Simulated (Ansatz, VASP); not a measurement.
# In2Se: VASP beside Ansatz, part 2 of 2

Aim: how closely do two programs agree when they are given the same cell, functional and k mesh? The cell is generated by rule, not measured, and may not be a known phase. The cell is taken from a series of runs on this material, whose earlier steps may have relaxed, scaled, displaced or heated it; both programs get it as it stands.

VASP 6.6.1 and Ansatz 0.2.0.

So far: Set-up; Ansatz: zone-centre phonons, PBEsol.

### Step 3. VASP: zone-centre phonons, PBEsol

Level of this step: PBEsol; plane waves and PAW (Se, In_d); invented cell (VASP).

The same cell, functional, mesh and smearing now go to VASP, with its own data sets.

Lines of VASP's logs that name or quote its potential files are left out, and so is its time.

Contents of INCAR:

```
SYSTEM = In2Se
PREC = Accurate
ENCUT = 500
EDIFF = 1E-08
NELM = 120
ISMEAR = 1
SIGMA = 0.2
LREAL = .FALSE.
ALGO = Normal
GGA = PS
NBANDS = 22
LORBIT = 11
LWAVE = .FALSE.
LCHARG = .FALSE.
ISIF = 2
IBRION = 8
LASPH = .TRUE.
GGA_COMPAT = .FALSE.
KPAR = 2
```

Contents of POSCAR:

```
In2Se
1.0
    3.9416905621      0.0000000000      0.0000000000
    0.0000000000      3.9416450378      0.0000000000
    0.0000000000      0.0000000000      5.4262351215
Se In
1 2
Direct
    0.0000000000      0.5000000000      0.8262410407
    0.0000000000      0.0000000000      0.4696116304
    0.5000000000      0.5000000000      0.1828317502
```

Contents of KPOINTS:

```
Automatic mesh
0
Gamma
10 10 8
0 0 0
```

Potentials, in the order of the species: Se and In_d (PBE family, release 64).

Command:

```bash
mpirun -np 2 vasp_std
```

Numbers of over 12 decimals in the logs are rounded to 6 here.

Log:

```text
[banner, memory and clock lines left out]
running    2 mpi-ranks, on    1 nodes
 distrk:  each k-point on    1 cores,    2 groups
 distr:  one band on    1 cores,    1 groups

 POSCAR found type information on POSCAR SeIn
 POSCAR found :  2 types and       3 ions
|                                                                             |
|               ----> ADVICE to this user running VASP <----                  |
|                                                                             |
|     You enforced a specific xc type in the INCAR file but a different       |
|     [... a line on the potential file left out ...]
|     I HOPE YOU KNOW WHAT YOU ARE DOING!                                     |
|                                                                             |

 LDA part: xc-table for (Slater+PW92), standard interpolation
 POSCAR, INCAR and KPOINTS ok, starting setup
 FFT: planning ... GRIDC
 FFT: planning ... GRID_SOFT
 FFT: planning ... GRID
 WAVECAR not read
 entering main loop
       N       E                     dE             d eps       ncg     rms          rms(c)
DAV:   1     0.268219357485E+03    0.26822E+03   -0.15083E+04  7944   0.173E+03
DAV:   2     0.148756624077E+02   -0.25334E+03   -0.24470E+03  8076   0.402E+02
DAV:   3    -0.977835514833E+01   -0.24654E+02   -0.23824E+02 10016   0.138E+02
DAV:   4    -0.107656817209E+02   -0.98733E+00   -0.98562E+00  9036   0.293E+01
DAV:   5    -0.108094146841E+02   -0.43733E-01   -0.43730E-01 12116   0.575E+00    0.482E+00
DAV:   6    -0.105453891576E+02    0.26403E+00   -0.39690E-01 11080   0.113E+01    0.279E+00
DAV:   7    -0.105299994484E+02    0.15390E-01   -0.18138E-01 11508   0.380E+00    0.906E-01
DAV:   8    -0.105279027424E+02    0.20967E-02   -0.17891E-02 11928   0.160E+00    0.385E-01
DAV:   9    -0.105278131409E+02    0.89601E-04   -0.24399E-03 11932   0.538E-01    0.147E-01
DAV:  10    -0.105278451093E+02   -0.31968E-04   -0.32563E-04  9332   0.153E-01    0.786E-02
DAV:  11    -0.105278760948E+02   -0.30985E-04   -0.11802E-04 11568   0.149E-01    0.311E-02
DAV:  12    -0.105278651282E+02    0.10967E-04   -0.33350E-05 11638   0.830E-02    0.980E-03
DAV:  13    -0.105278659413E+02   -0.81312E-06   -0.57463E-06  8704   0.145E-02    0.679E-03
DAV:  14    -0.105278662569E+02   -0.31552E-06   -0.39060E-07 12036   0.537E-03    0.147E-03
DAV:  15    -0.105278662235E+02    0.33379E-07   -0.92057E-08  7454   0.286E-03    0.474E-04
DAV:  16    -0.105278662448E+02   -0.21297E-07   -0.97414E-09  6998   0.913E-04    0.267E-04
DAV:  17    -0.105278662389E+02    0.58367E-08   -0.25233E-09  4674   0.570E-04
   1 F= -.10527866E+02 E0= -.10527695E+02  d E =-.512690E-03
 Linear response reoptimize wavefunctions to high precision
DAV:   1    -0.105278662398E+02   -0.85402E-09   -0.83927E-10  4972   0.375E-04
DAV:   2    -0.105278662398E+02   -0.51386E-10   -0.39950E-10  4344   0.213E-04
 Linear response DOF=           9
 Linear response progress:
  Degree of freedom:   1/  9
       N       E                     dE             d eps       ncg     rms          rms(c)
RMM:   1    -0.844553749761E-01   -0.84455E-01    0.10308E-01 21730   0.129E+00
RMM:   2    -0.831675882523E-01    0.12878E-02   -0.16514E-03 16197   0.388E-01    0.866E-02
RMM:   3    -0.835230251194E-01   -0.35544E-03   -0.64370E-04 19827   0.160E-01    0.346E-02
RMM:   4    -0.837292565494E-01   -0.20623E-03   -0.74609E-05 19338   0.497E-02    0.110E-02
RMM:   5    -0.837949380225E-01   -0.65681E-04   -0.11544E-05 20712   0.215E-02    0.511E-03
RMM:   6    -0.837849518461E-01    0.99862E-05   -0.11542E-06 20592   0.581E-03    0.200E-03
RMM:   7    -0.837863323339E-01   -0.13805E-05   -0.13636E-07 21024   0.194E-03    0.788E-04
RMM:   8    -0.837862532077E-01    0.79126E-07   -0.14394E-08 21398   0.710E-04    0.257E-04
RMM:   9    -0.837865230614E-01   -0.26985E-06    0.91660E-08 20994   0.278E-04    0.110E-04
RMM:  10    -0.837865155260E-01    0.75354E-08   -0.61575E-08 21320   0.114E-04    0.468E-05
 first order change of Fermi-energy   0.86436E-05
 force on displaced ion       1 direction 1 :  -2.961   0.000  -0.006
 Linear response progress:
  Degree of freedom:   2/  9
       N       E                     dE             d eps       ncg     rms          rms(c)
RMM:   1    -0.844546605455E-01   -0.84455E-01    0.10308E-01 21729   0.129E+00
RMM:   2    -0.831670352783E-01    0.12876E-02   -0.16492E-03 16198   0.388E-01    0.866E-02
RMM:   3    -0.835225921994E-01   -0.35556E-03   -0.64337E-04 19827   0.160E-01    0.345E-02
RMM:   4    -0.837288299406E-01   -0.20624E-03   -0.75107E-05 19343   0.497E-02    0.110E-02
RMM:   5    -0.837944894748E-01   -0.65660E-04   -0.11770E-05 20711   0.215E-02    0.511E-03
RMM:   6    -0.837844735503E-01    0.10016E-04   -0.11513E-06 20587   0.582E-03    0.199E-03
[...]
RMM:  11    -0.935404016077E-01   -0.11168E-08   -0.19804E-08 16285   0.166E-04    0.511E-04
 first order change of Fermi-energy   0.14665E-03
 force on displaced ion       1 direction 3 :   0.000   0.000  -4.532
 Linear response progress:
  Degree of freedom:   4/  9
       N       E                     dE             d eps       ncg     rms          rms(c)
RMM:   1    -0.233042157087E+00   -0.23304E+00   -0.13575E-01 15032   0.429E+00
RMM:   2    -0.235902002042E+00   -0.28598E-02   -0.16946E-02 18051   0.965E-01    0.674E-02
[...]
RMM:  14    -0.236290622577E+00   -0.24497E-07    0.15640E-08 21531   0.376E-05    0.448E-05
RMM:  15    -0.236290613678E+00    0.88983E-08    0.11723E-08 18414   0.255E-05    0.322E-05
 first order change of Fermi-energy   0.52014E-05
 force on displaced ion       2 direction 2 :   0.000  -3.762   0.002
 Linear response progress:
  Degree of freedom:   6/  9
       N       E                     dE             d eps       ncg     rms          rms(c)
RMM:   1    -0.240598865212E+00   -0.24060E+00   -0.13881E-01 10948   0.426E+00
RMM:   2    -0.242348709389E+00   -0.17498E-02   -0.18528E-02 12809   0.113E+00    0.106E-01
RMM:   3    -0.242289206275E+00    0.59503E-04   -0.23978E-03 14196   0.372E-01    0.439E-02
RMM:   4    -0.242076719598E+00    0.21249E-03   -0.24741E-04 14080   0.122E-01    0.283E-02
RMM:   5    -0.242023250168E+00    0.53469E-04   -0.37523E-05 13994   0.484E-02    0.106E-02
RMM:   6    -0.242023846760E+00   -0.59659E-06   -0.84047E-06 14723   0.211E-02    0.385E-03
RMM:   7    -0.242038859894E+00   -0.15013E-04   -0.11722E-06 13903   0.749E-03    0.199E-03
RMM:   8    -0.242041763937E+00   -0.29040E-05   -0.23993E-07 14684   0.334E-03    0.644E-04
RMM:   9    -0.242040113064E+00    0.16509E-05   -0.38493E-08 15358   0.132E-03    0.571E-04
RMM:  10    -0.242040256414E+00   -0.14335E-06    0.34240E-08 14817   0.608E-04    0.198E-04
RMM:  11    -0.242040050520E+00    0.20589E-06    0.12054E-07 14454   0.331E-04    0.254E-04
RMM:  12    -0.242040047522E+00    0.29979E-08    0.87847E-08 15998   0.162E-04    0.241E-04
 first order change of Fermi-energy   0.76877E+00
 force on displaced ion       2 direction 3 :   0.000   0.000  -4.553
 Linear response progress:
  Degree of freedom:   7/  9
       N       E                     dE             d eps       ncg     rms          rms(c)
RMM:   1    -0.234209001328E+00   -0.23421E+00   -0.13910E-01 15384   0.415E+00
RMM:   2    -0.236387275255E+00   -0.21783E-02   -0.17931E-02 18227   0.102E+00    0.846E-02
RMM:   3    -0.236420439226E+00   -0.33164E-04   -0.18173E-03 19621   0.325E-01    0.369E-02
RMM:   4    -0.236305412390E+00    0.11503E-03   -0.18873E-04 19963   0.108E-01    0.254E-02
RMM:   5    -0.236298512369E+00    0.69000E-05   -0.22263E-05 20056   0.396E-02    0.877E-03
RMM:   6    -0.236294506203E+00    0.40062E-05   -0.52985E-06 20600   0.165E-02    0.168E-03
RMM:   7    -0.236293784188E+00    0.72201E-06   -0.38558E-08 20888   0.538E-03    0.929E-04
RMM:   8    -0.236292498717E+00    0.12855E-05    0.94567E-08 20779   0.218E-03    0.272E-04
RMM:   9    -0.236292104120E+00    0.39460E-06    0.17401E-08 21838   0.914E-04    0.240E-04
RMM:  10    -0.236291502147E+00    0.60197E-06    0.11030E-07 22176   0.422E-04    0.804E-05
RMM:  11    -0.236291685904E+00   -0.18376E-06    0.91005E-08 21146   0.201E-04    0.992E-05
RMM:  12    -0.236291713164E+00   -0.27260E-07    0.76683E-08 22815   0.106E-04    0.138E-04
RMM:  13    -0.236291619245E+00    0.93919E-07    0.43121E-08 20198   0.615E-05    0.332E-05
RMM:  14    -0.236291643274E+00   -0.24030E-07    0.22656E-08 21538   0.380E-05    0.444E-05
RMM:  15    -0.236291634257E+00    0.90172E-08    0.12761E-08 18366   0.259E-05    0.321E-05
 first order change of Fermi-energy   0.50770E-05
 force on displaced ion       3 direction 1 :  -3.774   0.000  -0.002
 Linear response progress:
  Degree of freedom:   8/  9
       N       E                     dE             d eps       ncg     rms          rms(c)
RMM:   1    -0.233041296451E+00   -0.23304E+00   -0.13573E-01 15032   0.429E+00
RMM:   2    -0.235901591808E+00   -0.28603E-02   -0.16948E-02 18050   0.965E-01    0.674E-02
RMM:   3    -0.235955953183E+00   -0.54361E-04   -0.17256E-03 19716   0.313E-01    0.218E-02
RMM:   4    -0.235853608084E+00    0.10235E-03   -0.16157E-04 20224   0.100E-01    0.211E-02
RMM:   5    -0.235845804077E+00    0.78040E-05   -0.22805E-05 20246   0.370E-02    0.100E-02
RMM:   6    -0.235821889687E+00    0.23914E-04   -0.47411E-06 19865   0.157E-02    0.333E-03
RMM:   7    -0.235811684694E+00    0.10205E-04   -0.73814E-07 20676   0.552E-03    0.138E-03
RMM:   8    -0.235798525388E+00    0.13159E-04   -0.17804E-07 20364   0.245E-03    0.188E-03
RMM:   9    -0.235803889811E+00   -0.53644E-05    0.12851E-07 21380   0.112E-03    0.416E-04
RMM:  10    -0.235806059046E+00   -0.21692E-05    0.64168E-08 21556   0.535E-04    0.439E-04
RMM:  11    -0.235804644982E+00    0.14141E-05    0.72651E-08 21134   0.255E-04    0.158E-04
RMM:  12    -0.235803837047E+00    0.80794E-06    0.53738E-08 21160   0.155E-04    0.693E-05
RMM:  13    -0.235803961754E+00   -0.12471E-06    0.21477E-08 21723   0.717E-05    0.818E-05
RMM:  14    -0.235803903132E+00    0.58622E-07    0.13159E-08 20885   0.438E-05    0.244E-05
RMM:  15    -0.235803867326E+00    0.35806E-07    0.11125E-08 22829   0.269E-05    0.157E-05
RMM:  16    -0.235803847890E+00    0.19436E-07    0.53800E-09 17649   0.176E-05    0.101E-05
RMM:  17    -0.235803851075E+00   -0.31850E-08    0.33274E-09 18449   0.139E-05    0.404E-06
 first order change of Fermi-energy  -0.10111E-03
 force on displaced ion       3 direction 2 :   0.000  -1.413  -0.001
 Linear response progress:
  Degree of freedom:   9/  9
       N       E                     dE             d eps       ncg     rms          rms(c)
RMM:   1    -0.240610642143E+00   -0.24061E+00   -0.13881E-01 10946   0.426E+00
RMM:   2    -0.242357944478E+00   -0.17473E-02   -0.18540E-02 12810   0.113E+00    0.106E-01
RMM:   3    -0.242299315333E+00    0.58629E-04   -0.24000E-03 14194   0.372E-01    0.439E-02
RMM:   4    -0.242087158100E+00    0.21216E-03   -0.24782E-04 14077   0.122E-01    0.283E-02
RMM:   5    -0.242033642490E+00    0.53516E-04   -0.37656E-05 13988   0.485E-02    0.106E-02
RMM:   6    -0.242034253995E+00   -0.61151E-06   -0.83622E-06 14719   0.212E-02    0.386E-03
RMM:   7    -0.242049226619E+00   -0.14973E-04   -0.13123E-06 13907   0.749E-03    0.201E-03
RMM:   8    -0.242052209758E+00   -0.29831E-05   -0.31544E-07 14676   0.334E-03    0.647E-04
RMM:   9    -0.242050572855E+00    0.16369E-05   -0.96499E-08 15306   0.133E-03    0.575E-04
RMM:  10    -0.242050708171E+00   -0.13532E-06    0.10976E-08 14894   0.612E-04    0.206E-04
RMM:  11    -0.242050503306E+00    0.20487E-06    0.42005E-08 14436   0.332E-04    0.246E-04
RMM:  12    -0.242050499908E+00    0.33980E-08    0.83015E-08 16154   0.164E-04    0.216E-04
 first order change of Fermi-energy  -0.76882E+00
 force on displaced ion       3 direction 3 :   0.000   0.000  -4.562
 Linear response finished
```

Parts of OUTCAR (step 3):

```text
ion  position               nearest neighbor table
   1  0.000  0.500  0.826-   3 2.76   3 2.76   2 2.76   2 2.76
   2  0.000  0.000  0.470-   1 2.76   1 2.76   3 3.19   3 3.19   3 3.19   3 3.19
   3  0.500  0.500  0.183-   1 2.76   1 2.76   2 3.19   2 3.19   2 3.19   2 3.19

  LATTYP: Found a simple orthorhombic cell.
 ALAT       =     3.9416450378
 B/A-ratio  =     1.0000115496
 C/A-ratio  =     1.3766422571

 Subroutine GETGRP returns: Found  4 space group operations
 (whereof  4 operations were pure point group operations)

The static configuration has the point symmetry C_2v.

 Found    180 irreducible k-points:

   k-points           NKPTS =    180   k-points in BZ     NKDIM =    180   number of bands    NBANDS=     22

   dimension x,y,z NGX =    30 NGY =   30 NGZ =   40
   dimension x,y,z NGXF=    60 NGYF=   60 NGZF=   80

   ENCUT  =  500.0 eV  36.75 Ry    6.06 a.u.   7.19  7.19  9.89*2*pi/ulx,y,z

   NELECT =      32.0000    total number of electrons

 k-points in reciprocal lattice and weights: Automatic mesh
   0.00000000  0.00000000  0.00000000       0.001
   0.10000000  0.00000000  0.00000000       0.003
   0.20000000  0.00000000  0.00000000       0.003
   0.30000000  0.00000000  0.00000000       0.003
   0.40000000  0.00000000  0.00000000       0.003
   0.50000000  0.00000000  0.00000000       0.001
   0.00000000  0.10000000  0.00000000       0.003
   0.10000000  0.10000000  0.00000000       0.005
   0.20000000  0.10000000  0.00000000       0.005
[...]
0.40000000  0.50000000  0.50000000       0.003
   0.50000000  0.50000000  0.50000000       0.001

 average (electrostatic) potential at core
       1 -52.9782       2 -95.8034       3 -95.8034

  Total        0.0100368      0.0097389      0.0352661      0.0000000      0.0000000      0.0000000
  in kB        0.1907424      0.1850810      0.6702083      0.0000000      0.0000000      0.0000000
  external PRESSURE =       0.3486773 kB  Pullay stress =       0.0000000 kB

  energy-cutoff  :      500.00
  volume of cell :       84.31
      direct lattice vectors                 reciprocal lattice vectors
     3.941690562  0.000000000  0.000000000     0.253698251  0.000000000  0.000000000
     0.000000000  3.941645038  0.000000000     0.000000000  0.253701181  0.000000000
     0.000000000  0.000000000  5.426235122     0.000000000  0.000000000  0.184289840

 POSITION                                       TOTAL-FORCE (eV/Angst)
 -----------------------------------------------------------------------------------
      0.00000      1.97082      4.48338         0.000000      0.000000     -0.000220
      0.00000      0.00000      2.54822         0.000000      0.000000     -0.012057
      1.97085      1.97082      0.99209         0.000000      0.000000      0.012277
 -----------------------------------------------------------------------------------
    total drift:                                0.000000     -0.000000     -0.000801

 Eigenvectors and eigenvalues of the dynamical matrix
 ----------------------------------------------------

   1 f  =    4.346937 THz    27.312608 2PiTHz  144.998199 cm-1    17.977477 meV
             X         Y         Z           dx          dy          dz
      0.000000  1.970823  4.483378    -0.000000    0.000000   -0.861644
      0.000000  0.000000  2.548223    -0.000000    0.000000    0.357339
      1.970845  1.970823  0.992088     0.000000   -0.000000    0.360386

   2 f  =    3.944964 THz    24.786940 2PiTHz  131.589838 cm-1    16.315053 meV
             X         Y         Z           dx          dy          dz
      0.000000  1.970823  4.483378    -0.724338    0.000000    0.000000
      0.000000  0.000000  2.548223    -0.080535   -0.000000   -0.000000
      1.970845  1.970823  0.992088     0.684725    0.000000    0.000000

   3 f  =    3.941635 THz    24.766020 2PiTHz  131.478775 cm-1    16.301283 meV
             X         Y         Z           dx          dy          dz
      0.000000  1.970823  4.483378     0.000000    0.724885   -0.000000
      0.000000  0.000000  2.548223     0.000000   -0.684166    0.000000
      1.970845  1.970823  0.992088    -0.000000    0.080362   -0.000000

   4 f  =    3.812516 THz    23.954747 2PiTHz  127.171860 cm-1    15.767294 meV
             X         Y         Z           dx          dy          dz
      0.000000  1.970823  4.483378    -0.000000    0.000000   -0.002066
      0.000000  0.000000  2.548223    -0.000000    0.000000    0.707627
      1.970845  1.970823  0.992088     0.000000   -0.000000   -0.706584

   5 f  =    2.153979 THz    13.533847 2PiTHz   71.848991 cm-1     8.908136 meV
             X         Y         Z           dx          dy          dz
      0.000000  1.970823  4.483378    -0.000000    0.463463    0.000000
      0.000000  0.000000  2.548223     0.000000    0.398057   -0.000000
      1.970845  1.970823  0.992088    -0.000000   -0.791677   -0.000000

   6 f  =    2.150167 THz    13.509901 2PiTHz   71.721866 cm-1     8.892374 meV
             X         Y         Z           dx          dy          dz
      0.000000  1.970823  4.483378     0.465171    0.000000    0.000000
      0.000000  0.000000  2.548223    -0.790123    0.000000   -0.000000
      1.970845  1.970823  0.992088     0.399151   -0.000000    0.000000

   7 f/i=    0.008603 THz     0.054056 2PiTHz    0.286976 cm-1     0.035580 meV
             X         Y         Z           dx          dy          dz
      0.000000  1.970823  4.483378    -0.000000   -0.000000   -0.507508
      0.000000  0.000000  2.548223    -0.000000   -0.000000   -0.609568
      1.970845  1.970823  0.992088    -0.000000   -0.000000   -0.608984

   8 f/i=    0.010891 THz     0.068433 2PiTHz    0.363298 cm-1     0.045043 meV
             X         Y         Z           dx          dy          dz
      0.000000  1.970823  4.483378     0.508871    0.000000   -0.000000
      0.000000  0.000000  2.548223     0.607635    0.000000   -0.000000
      1.970845  1.970823  0.992088     0.609779    0.000000   -0.000000

   9 f/i=    0.013798 THz     0.086693 2PiTHz    0.460238 cm-1     0.057062 meV
             X         Y         Z           dx          dy          dz
      0.000000  1.970823  4.483378     0.000000   -0.509650    0.000000
      0.000000  0.000000  2.548223     0.000000   -0.611120    0.000000
      1.970845  1.970823  0.992088     0.000000   -0.605631    0.000000

 ELASTIC MODULI CONTR FROM IONIC RELAXATION (kBar)
 Direction    XX          YY          ZZ          XY          YZ          ZX
 --------------------------------------------------------------------------------
 XX         -44.3019     19.9441    -66.6713      0.0000      0.0000      0.0000
 YY          19.9441    -42.0914    -65.2493      0.0000      0.0000      0.0000
 ZZ         -66.6713    -65.2493   -374.4056      0.0000      0.0000      0.0000
 XY           0.0000      0.0000      0.0000      0.0000      0.0000      0.0000
 YZ           0.0000      0.0000      0.0000      0.0000    -87.2082     -0.0000
 ZX           0.0000      0.0000      0.0000      0.0000     -0.0000   -107.2712
 --------------------------------------------------------------------------------
```

### Step 4. Comparison

Known differences besides the potentials themselves: the data sets hold 42 valence electrons in Ansatz (on its default PAW (the set named soft_2) files) and 32 in VASP; the cutoff is 420 eV in Ansatz and 500 eV in VASP; Ansatz makes its cores anew for this functional, VASP keeps those of its PBE data sets. Total energies have different zeros and are not compared.

Compared:

```tsv
quantity	Ansatz	VASP	difference
optical mode 1 to 2 (cm⁻¹)	71.1	71.7	-0.81 %
optical mode 3 (cm⁻¹)	126.1	127.2	-0.85 %
optical mode 4 to 5 (cm⁻¹)	130.9	131.5	-0.43 %
optical mode 6 (cm⁻¹)	144.2	145.0	-0.58 %
```

Modes are paired by rising frequency, not by their patterns, so a pair may set unlike modes beside each other; they are those without the splitting of longitudinal modes.

### Step 5. What came out

```
r.m.s. difference of the optical zone-centre modes, each program's sorted by frequency (zone-centre phonons, PBEsol) : 0.76 cm⁻¹
difference in optical mode 3 (zone-centre phonons, PBEsol)                                                           : -0.9 %
```

The r.m.s. difference of the optical zone-centre modes, each program's sorted by frequency is 0.76 cm⁻¹ (zone-centre phonons, PBEsol). The data sets hold unlike numbers of valence electrons (42 in Ansatz and 32 in VASP), so part of the differences comes from the potentials. Among the rows given in per cent, the largest difference of the zone-centre phonons, PBEsol pair is in optical mode 3, -0.9 %. Such differences can come from data sets, numerical settings and the points named under the comparisons, not from the functional's error against experiment.

[Lines on the potential files, build, host, timing and source positions are cut from VASP's logs without a mark.]

[Logs are printed without paths, hosts, clocks, repeated set-up lines and the standing remarks that a program may print on its own settings, such as how far it seeks lower states.]

[Hosts, paths, dates, database ids (printed as entryN), source tags and the programs' standing remarks are cut or masked in the printed files.]
